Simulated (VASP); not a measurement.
OSZICAR of a VASP run on NiO (rock salt, AFM-II order):

File OSZICAR:
```
       N       E                     dE             d eps       ncg     rms          rms(c)
DAV:   1     0.260163905299E+03    0.26016E+03   -0.15883E+04  5272   0.211E+03
DAV:   2     0.340034584777E+01   -0.25676E+03   -0.24063E+03  5368   0.411E+02
DAV:   3    -0.267072363453E+02   -0.30108E+02   -0.28640E+02  5988   0.159E+02
DAV:   4    -0.277063239035E+02   -0.99909E+00   -0.99099E+00  5840   0.306E+01
DAV:   5    -0.277343252928E+02   -0.28001E-01   -0.27987E-01  6280   0.483E+00    0.208E+01
DAV:   6    -0.250551359174E+02    0.26792E+01   -0.49230E+01  7920   0.114E+02    0.228E+01
DAV:   7    -0.233072466146E+02    0.17479E+01   -0.78211E+00  6640   0.878E+01    0.945E+00
DAV:   8    -0.235416579456E+02   -0.23441E+00   -0.24924E+00  5872   0.133E+01    0.630E+00
DAV:   9    -0.234644416133E+02    0.77216E-01   -0.14663E-01  8120   0.102E+01    0.138E+00
DAV:  10    -0.234806889868E+02   -0.16247E-01   -0.67774E-02  6740   0.351E+00    0.558E-01
DAV:  11    -0.234798780718E+02    0.81091E-03   -0.61330E-03  7844   0.215E+00    0.129E-01
DAV:  12    -0.234801330822E+02   -0.25501E-03   -0.24290E-03  7316   0.546E-01    0.724E-02
DAV:  13    -0.234801060720E+02    0.27010E-04   -0.11998E-04  7380   0.137E-01    0.301E-02
DAV:  14    -0.234801108004E+02   -0.47284E-05   -0.64354E-05  7676   0.768E-02    0.243E-02
DAV:  15    -0.234801087765E+02    0.20240E-05   -0.69067E-06  5512   0.378E-02    0.102E-02
DAV:  16    -0.234801084559E+02    0.32052E-06   -0.50753E-06  5152   0.290E-02
   1 F= -.24546977E+02 E0= -.24546977E+02  d E =-.245470E+02  mag=     0.0000
```

### Question
Which electronic solver shows in the log?

### Answer
It is blocked Davidson (ALGO = Normal, or the opening steps of other solvers). The INCAR had ALGO = Normal.

### Question
How was spin treated?

### Answer
Collinear spin (ISPIN = 2): the summary line carries one mag value, 0.00 μB in the cell.

### Question
Can the final energy be trusted as converged?

### Answer
The run converged. It stopped with EDIFF = 1E-6, NELM = 100, NSW = 60 and EDIFFG = -0.02 after 1 ionic step (PBE GGA with D3 dispersion (Becke-Johnson damping), plane waves, VASP's PBE PAW potentials (set 64)).

The compound is NiO in the rock salt, AFM-II order structure. It was relaxed first. The start is the result of an earlier pass.
